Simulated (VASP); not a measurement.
Here is a VASP 6.6.1 calculation.

Contents of INCAR:

```
SYSTEM = NbAl2N3
ALGO     = Normal         ! electronic algorithm
EDIFF    = 1E-6           ! SCF threshold, eV
EDIFFG   = -0.01          ! ionic threshold
ENCUT    = 520            ! plane-wave cutoff, eV
GGA      = PE             ! functional
IBRION   = 2              ! ionic algorithm
ISIF     = 3              ! what is computed and relaxed
ISMEAR   = 0              ! smearing method
KPAR     = 8            
LASPH    = .True.         ! aspherical terms in the spheres
LCHARG   = .False.        ! write CHGCAR
LREAL    = .False.        ! projectors in reciprocal space
LWAVE    = .False.        ! write WAVECAR
NELM     = 120            ! most SCF steps
NSW      = 90             ! ionic steps
PREC     = Accurate       ! precision mode
SIGMA    = 0.1            ! smearing width, eV
```

KPOINTS

```
k-points
0
Gamma
  6 6 6
  0 0 0
```

The input POSCAR:

```
NbAl2N3
1.0
    5.0000000000     -2.8820000000      0.0000000000
    5.0000000000      2.8820000000      0.0000000000
    0.0000000000      0.0000000000      4.7030000000
Al Nb N
4 2 6
Direct
    0.8240187400      0.5179812600      0.4987242200
    0.5179812600      0.8240187400      0.9987242200
    0.4820187400      0.1759812600      0.4987242200
    0.1759812600      0.4820187400      0.9987242200
    0.8535739100      0.1464260900      0.9350414600
    0.1464260900      0.8535739100      0.4350414600
    0.8439486500      0.5160513500      0.9012332600
    0.4839486500      0.1560513500      0.9012332600
    0.2189451800      0.7810548200      0.9231341700
    0.5160513500      0.8439486500      0.4012332600
    0.1560513500      0.4839486500      0.4012332600
    0.7810548200      0.2189451800      0.4231341700
```

Potentials or basis: VASP PAW PBE potentials, release 64 (Al, Nb_sv, N).

Command:

```sh
$ cat potpaw_PBE.64/Al/POTCAR potpaw_PBE.64/Nb_sv/POTCAR potpaw_PBE.64/N/POTCAR > POTCAR
$ mpirun -np 8 vasp_std > vasp.out
```

Problem. What does it give for the space group after relaxing (to 0.05 Å)?

Solution. Cmc2_1 (No. 36).

Problem. Estimate the band gap on the k mesh.

Solution. None (metal or under the smearing width).

Forces on the atoms (eV/Å):
```
Al   0.001 -0.003  0.002
Al   0.001  0.003  0.002
Al  -0.001 -0.003  0.002
Al  -0.001  0.003  0.002
Nb   0.000  0.001  0.001
Nb   0.000 -0.001  0.001
N    0.000 -0.003 -0.001
N    0.000 -0.003 -0.001
N    0.000 -0.003 -0.003
N    0.000  0.003 -0.001
N    0.000  0.003 -0.001
N    0.000  0.003 -0.003
```
